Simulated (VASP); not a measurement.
All values below come from SCAN meta-GGA, VASP's PBE PAW potentials (set 64) (plane waves; VASP).

VASP ran on this input.

### INCAR
```
SYSTEM = NiSb
PREC = Accurate
ENCUT = 520
EDIFF = 1E-7
NELM = 100
ALGO = Normal
LREAL = .FALSE.
LASPH = .TRUE.
ISMEAR = 1
SIGMA = 0.1
METAGGA = SCAN
LMIXTAU = .TRUE.
LMAXMIX = 4
LWAVE = .FALSE.
LCHARG = .FALSE.
ISIF = 4
IBRION = 2
NSW = 30
EDIFFG = -0.01
```

POSCAR:
```
NiSb
1
    1.9134655636    -3.3142197316     0.0000000000
    1.9134655636     3.3142197316     0.0000000000
    0.0000000000     0.0000000000     4.9918288243
Ni Sb
2 2
Direct
  0.0000000000   0.0000000000   0.5000000000
  0.0000000000   0.0000000000   0.0000000000
  0.3333330000   0.6666670000   0.2500000000
  0.6666670000   0.3333330000   0.7500000000
```

KPOINTS:
```
Automatic mesh
0
Gamma
 9 9 6
0 0 0
```

POTCAR, in this order: Ni Sb (PBE.64 set). Program: vasp_std.

The run wrote:

OSZICAR:
```
       N       E                     dE             d eps       ncg     rms          rms(c)
DAV:   1     0.888339215683E+02    0.88834E+02   -0.13131E+04  1824   0.172E+03
DAV:   2    -0.102255300871E+03   -0.19109E+03   -0.18604E+03  1839   0.339E+02
DAV:   3    -0.111676238478E+03   -0.94209E+01   -0.91691E+01  2099   0.950E+01
DAV:   4    -0.111914402492E+03   -0.23816E+00   -0.23696E+00  2035   0.140E+01
DAV:   5    -0.111922541424E+03   -0.81389E-02   -0.81373E-02  2324   0.271E+00    0.135E+01
DAV:   6    -0.111354071343E+03    0.56847E+00   -0.34409E+01  1958   0.115E+02    0.159E+01
DAV:   7    -0.108116764986E+03    0.32373E+01   -0.12213E+01  1982   0.754E+01    0.375E+00
DAV:   8    -0.107955701282E+03    0.16106E+00   -0.30445E+00  2331   0.176E+01    0.348E+00
DAV:   9    -0.107855468808E+03    0.10023E+00   -0.52951E-01  2469   0.122E+01    0.807E-01
DAV:  10    -0.107883593484E+03   -0.28125E-01   -0.10827E-01  1908   0.338E+00    0.373E-01
DAV:  11    -0.107883604144E+03   -0.10660E-04   -0.66792E-03  2035   0.853E-01    0.198E-01
DAV:  12    -0.107887416929E+03   -0.38128E-02   -0.29029E-02  1839   0.221E+00    0.108E-01
DAV:  13    -0.107886058757E+03    0.13582E-02   -0.95688E-03  1836   0.128E+00    0.552E-02
DAV:  14    -0.107885898200E+03    0.16056E-03   -0.55635E-04  1908   0.279E-01    0.284E-02
DAV:  15    -0.107885834254E+03    0.63945E-04   -0.60901E-05  2002   0.901E-02    0.128E-02
DAV:  16    -0.107885814808E+03    0.19446E-04   -0.43216E-05  1936   0.830E-02    0.301E-03
DAV:  17    -0.107885800496E+03    0.14312E-04   -0.13736E-05  1857   0.447E-02    0.228E-03
DAV:  18    -0.107885798985E+03    0.15112E-05   -0.51886E-06  1863   0.305E-02    0.258E-03
DAV:  19    -0.107885799868E+03   -0.88320E-06   -0.20715E-06  1868   0.214E-02    0.609E-04
DAV:  20    -0.107885800068E+03   -0.19967E-06   -0.56238E-07  1899   0.843E-03    0.492E-04
DAV:  21    -0.107885799393E+03    0.67492E-06   -0.10476E-07  1014   0.487E-03    0.154E-04
DAV:  22    -0.107885799768E+03   -0.37532E-06   -0.34436E-08   960   0.267E-03    0.127E-04
DAV:  23    -0.107885799608E+03    0.15984E-06   -0.85278E-09   945   0.112E-03    0.904E-05
DAV:  24    -0.107885799597E+03    0.10694E-07   -0.17758E-09   957   0.502E-04
   1 F= -.10788580E+03 E0= -.10788614E+03  d E =-.107886E+03
       N       E                     dE             d eps       ncg     rms          rms(c)
DAV:   1    -0.107885870450E+03   -0.70842E-04   -0.18200E-03  1923   0.354E-01    0.504E-02
DAV:   2    -0.107885821322E+03    0.49128E-04   -0.99045E-05  2261   0.169E-01    0.336E-02
DAV:   3    -0.107885843280E+03   -0.21958E-04   -0.84751E-05  2008   0.178E-01    0.258E-02
DAV:   4    -0.107885821600E+03    0.21680E-04   -0.26847E-05  2338   0.996E-02    0.264E-03
DAV:   5    -0.107885823494E+03   -0.18940E-05   -0.59008E-06  1851   0.287E-02    0.149E-03
DAV:   6    -0.107885823022E+03    0.47249E-06   -0.11015E-06  1875   0.125E-02    0.115E-03
DAV:   7    -0.107885823737E+03   -0.71498E-06   -0.17464E-06  1866   0.152E-02    0.786E-04
DAV:   8    -0.107885823023E+03    0.71370E-06   -0.14390E-06  1857   0.140E-02    0.163E-04
DAV:   9    -0.107885823086E+03   -0.62504E-07   -0.43724E-08   960   0.236E-03
   2 F= -.10788582E+03 E0= -.10788618E+03  d E =-.234881E-04
```

**OUTCAR**
```
------------------------ aborting loop because EDIFF is reached ----------------------------------------
  FORCE on cell =-STRESS in cart. coord.  units (eV):
  Direction    XX          YY          ZZ          XY          YZ          ZX
  --------------------------------------------------------------------------------------
  Total        3.5917099      3.5917102      3.5805619      0.0000000      0.0000000      0.0000000
  in kB       90.8908578     90.8908671     90.6087506      0.0000000      0.0000000      0.0000000
  external PRESSURE =      90.7968252 kB  Pullay stress =       0.0000000 kB
  volume of cell :       63.31
      direct lattice vectors                 reciprocal lattice vectors
     1.913961225 -3.315078256  0.000000000     0.261238312 -0.150826002  0.000000000
     1.913961225  3.315078256  0.000000000     0.261238312  0.150826002  0.000000000
    -0.000000000  0.000000000  4.989243655     0.000000000  0.000000000  0.200431181
 POSITION                                       TOTAL-FORCE (eV/Angst)
 -----------------------------------------------------------------------------------
      1.91396      3.31508      2.49462         0.000000     -0.000000      0.000000
      1.91396      3.31508      4.98924        -0.000000     -0.000000      0.000000
      1.91396      1.10503      1.24731         0.000000     -0.000000      0.000000
      1.91396     -1.10503      3.74193        -0.000000      0.000000     -0.000000
 -----------------------------------------------------------------------------------
    total drift:                                0.000000      0.000000      0.000000
  FREE ENERGIE OF THE ION-ELECTRON SYSTEM (eV)
  ---------------------------------------------------
  free  energy   TOTEN  =      -107.8858230856 eV

  energy  without entropy=     -107.8868825861  energy(sigma->0) =     -107.88617625

 reached required accuracy - stopping structural energy minimisation
```
(Selected blocks of OUTCAR.)

File CONTCAR:
```
NiSb
   1.00000000000000
     1.9139612251664522   -3.3150782563185626    0.0000000000000000
     1.9139612251664522    3.3150782563185626    0.0000000000000000
    -0.0000000000000000    0.0000000000000000    4.9892436549068355
  Ni              Sb
     2     2
Direct
     0.0000000000000000    1.0000000000000000    0.5000000000000000
     0.0000000000000000    1.0000000000000000    1.0000000000000000
     0.3333330000000032    0.6666669999999968    0.2500000000000000
     0.6666669999999968    0.3333330000000032    0.7500000000000000
```

File OUTCAR:
```
 val. band max:       11.0798620877   @ k =   0.1111   0.0000   0.0000

 cond. band min:      11.1351128685   @ k =   0.1111   0.1111   0.5000


 Fermi energy:        11.0953976562

 k-point     1 :       0.0000    0.0000    0.0000
  band No.  band energies     occupation
      1      -3.3400      2.00000
      2       2.1240      2.00000
      3       3.7720      2.00000
      4       6.4940      2.00000
      5       6.4942      2.00000
      6       7.2956      2.00000
      7       7.9175      2.00000
      8       7.9176      2.00000
      9       8.5252      2.00000
     10       8.5255      2.00000
     11       9.4426      2.00000
     12       9.4426      2.00000
     13      10.9260      2.03764
     14      11.7043     -0.00000
     15      11.7044     -0.00000
     16      13.7780      0.00000
     17      13.7780      0.00000
     18      14.7035      0.00000
     19      15.7114      0.00000

 k-point     2 :       0.1111    0.0000    0.0000
  band No.  band energies     occupation
      1      -3.1634      2.00000
      2       2.1056      2.00000
      3       3.9694      2.00000
      4       6.4386      2.00000
      5       6.5359      2.00000
      6       7.2384      2.00000
      7       7.8097      2.00000
      8       7.8459      2.00000
      9       8.4217      2.00000
     10       8.5602      2.00000
     11       9.4280      2.00000
     12       9.4430      2.00000
     13      10.5410      2.00000
     14      10.8663      2.00559
     15      11.0799      1.25946
     16      13.1708      0.00000
     17      14.3577      0.00000
     18      15.3569      0.00000
     19      16.0395      0.00000

 k-point     3 :       0.2222   -0.0000    0.0000
  band No.  band energies     occupation
      1      -2.6413      2.00000
      2       1.9854      2.00000
      3       4.5478      2.00000
      4       6.0450      2.00000
      5       6.6547      2.00000
      6       7.0347      2.00000
      7       7.6156      2.00000
...
```

Unless said otherwise, spin-orbit coupling is left out, though it shifts the bands of the heavy elements here.

The compound is NiSb in the NiAs type structure. This cell is one point of a volume scan, at 0.94 of the reference volume. Symmetry was kept, so distortions that lower it aren't found. The run is not spin-polarised, so no magnetic state was tried.
